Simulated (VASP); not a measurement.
Al3Au: equation of state with PBEsol

Crystal: Al3Au.

```
Au Al
1.0
    -2.02533    2.02533    4.05660
     2.02533   -2.02533    4.05660
     2.02533    2.02533   -4.05660
Au Al
1 3
Direct
  0.00000 0.00000 0.00000
  0.50000 0.50000 0.00000
  0.25000 0.75000 0.50000
  0.75000 0.25000 0.50000
```

The cell comes from a database or a generator and needn't be the stable form of this composition.

| Property | Result |
| --- | --- |
| Program | VASP 6.6.1 |
| Task | equation of state |
| Functional | PBEsol |
| Potentials or basis | VASP PAW PBE potentials, release 64 (Au, Al) |
| Cutoff | 520 eV |
| k mesh | 9 × 9 × 9 |
| Occupations | fermi-dirac, width 0.05 eV |
| Spin | no spin polarisation |

The equilibrium volume is 16.19 Å³/atom, the bulk modulus at fixed shape and positions is 104 GPa and the pressure derivative of the bulk modulus is 4.8.

Energy against volume, from the lowest point:
```csv
volume (Å³/atom),energy (meV/atom)
15.642,6.18
15.974,0.70
16.307,0.00
16.640,3.55
16.973,10.88
17.306,21.55
17.638,35.20
```

All runs of the series together: 7.4 min on 1 thread of Intel(R) Xeon(R) 6975P-C (Granite Rapids), on a shared host.

Caveat: the cell was scaled at fixed shape and fractional positions, which overstates the stiffness of a crystal with free parameters, most of all of layers and chains; the PAW data sets were made with another functional, which shifts forces and pressure a little. Spin-orbit coupling is left out, which matters for the levels of Au.
